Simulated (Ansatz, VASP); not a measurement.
Two plane-wave programs on YAl2N3

```
Y Al N
1.0
     5.18868    0.00000    0.00000
    -2.59434    4.49353    0.00000
     0.00000    0.00000    2.79919
Y Al N
1 2 3
Direct
  0.00000 0.00000 0.00000
  0.33333 0.66667 0.50000
  0.66667 0.33333 0.50000
  0.50000 0.00000 0.00000
  0.00000 0.50000 0.00000
  0.50000 0.50000 0.00000
```

Alike in both runs: functional PBE; k mesh 6 × 6 × 6; occupations gaussian, width 0.1 eV; no spin polarisation.

Ansatz relaxed the structure, and its values are those at the end. VASP's run is a single point on that final structure, the one shown.

|  | VASP | Ansatz |
| --- | --- | --- |
| version | VASP 6.6.1 | Ansatz 0.2.0 |
| potentials or method | VASP PAW PBE potentials, release 64 (Y_sv, Al, N) | scalar-relativistic, plane waves, PAW |
| plane-wave cutoff (eV) | 520 | 420 |
| valence electrons in the cell | 32 | 32 |

Ansatz gave:

- gap on the k mesh at the Fermi level (eV): none
- pressure (GPa): 0.0

Q: Estimate VASP's values.

A: gap on the k mesh at the Fermi level (eV): none; pressure (GPa): -0.1.

A gap of «none» marks a metal or a gap that the smearing closes. With one functional, cell and mesh, what is left measures potentials, basis and numerics.

Caveats: the k mesh is coarse (spacing up to 0.37 Å⁻¹), so the values aren't converged.
